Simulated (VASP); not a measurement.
Output of a VASP run:

File OSZICAR:
```
       N       E                     dE             d eps       ncg     rms          rms(c)
DAV:   1     0.451989022513E+01    0.45199E+01   -0.40651E+03  6024   0.835E+02
DAV:   2    -0.163352918667E+02   -0.20855E+02   -0.19901E+02  8352   0.107E+02
DAV:   3    -0.167234457234E+02   -0.38815E+00   -0.38815E+00  6720   0.179E+01
DAV:   4    -0.167249222368E+02   -0.14765E-02   -0.14765E-02  9400   0.118E+00
DAV:   5    -0.167249233252E+02   -0.10883E-05   -0.10883E-05  6824   0.211E-02    0.821E+00
DAV:   6    -0.150755307887E+02    0.16494E+01   -0.74924E+00  6136   0.151E+01    0.357E+00
DAV:   7    -0.150389828374E+02    0.36548E-01   -0.27032E-01  9480   0.380E+00    0.166E+00
DAV:   8    -0.150317262056E+02    0.72566E-02   -0.17837E-02  5888   0.123E+00    0.170E-01
DAV:   9    -0.150320162625E+02   -0.29006E-03   -0.92752E-04  9416   0.252E-01    0.104E-01
DAV:  10    -0.150321377779E+02   -0.12152E-03   -0.24677E-04  8480   0.120E-01    0.226E-02
DAV:  11    -0.150321385400E+02   -0.76213E-06   -0.55756E-05  7080   0.445E-02    0.608E-03
DAV:  12    -0.150321386366E+02   -0.96603E-07   -0.21570E-06  6128   0.112E-02
   1 F= -.15032139E+02 E0= -.15032139E+02  d E =-.872154E-15
```

**OUTCAR**
```
------------------------ aborting loop because EDIFF is reached ----------------------------------------
  FORCE on cell =-STRESS in cart. coord.  units (eV):
  Direction    XX          YY          ZZ          XY          YZ          ZX
  --------------------------------------------------------------------------------------
  Total       -1.2253326     -1.2253324     -1.2253326     -0.0000002      0.0000002      0.0000003
  in kB      -89.2821351    -89.2821225    -89.2821406     -0.0000130      0.0000111      0.0000213
  external PRESSURE =     -89.2821327 kB  Pullay stress =       0.0000000 kB
  volume of cell :       21.99
      direct lattice vectors                 reciprocal lattice vectors
     0.000000000  2.223600000  2.223600000    -0.224860586  0.224860586  0.224860586
     2.223600000  0.000000000  2.223600000     0.224860586 -0.224860586  0.224860586
     2.223600000  2.223600000  0.000000000     0.224860586  0.224860586 -0.224860586
  FREE ENERGIE OF THE ION-ELECTRON SYSTEM (eV)
  ---------------------------------------------------
  free  energy   TOTEN  =       -15.0321386366 eV

  energy  without entropy=      -15.0321386366  energy(sigma->0) =      -15.03213864
```
(Selected blocks of OUTCAR.)

**POSCAR**
```
SiC
1
    0.0000000000     2.2236000000     2.2236000000
    2.2236000000     0.0000000000     2.2236000000
    2.2236000000     2.2236000000     0.0000000000
Si C
1 1
Direct
  0.0000000000   0.0000000000   0.0000000000
  0.2500000000   0.2500000000   0.2500000000
```

Question: Write an INCAR and KPOINTS that could have produced this output.

Answer: This is not unique; one that fits is the input of the run itself, PBE GGA, plane waves, VASP's PBE PAW potentials (set 64).

INCAR:
```
# general
SYSTEM = SiC
PREC   = Accurate
ENCUT  = 520
LREAL  = .FALSE.   # projection in real space or not
LASPH  = .TRUE.   # aspherical one-centre terms
ISYM   = 0

# electronic loop
EDIFF  = 1E-6   # SCF stop (eV)
NELM   = 100   # most electronic steps
ALGO   = Normal

# smearing
ISMEAR = 0   # Gaussian
SIGMA  = 0.05

# functional
GGA    = PE

# ions
ISIF   = 2   # forces and stress, cell fixed

# output
LWAVE  = .FALSE.
LCHARG = .FALSE.
```

KPOINTS:
```
kpoints
0
gamma
 9 9 9
0 0 0
```

POTCAR, in this order: Si C (PBE.64 set). Program: vasp_std.

The compound is SiC in the zinc blende structure. The cell was not relaxed at this level. The run is one of a series of settings (ISYM = 0 against the base run), some of them coarse on purpose.
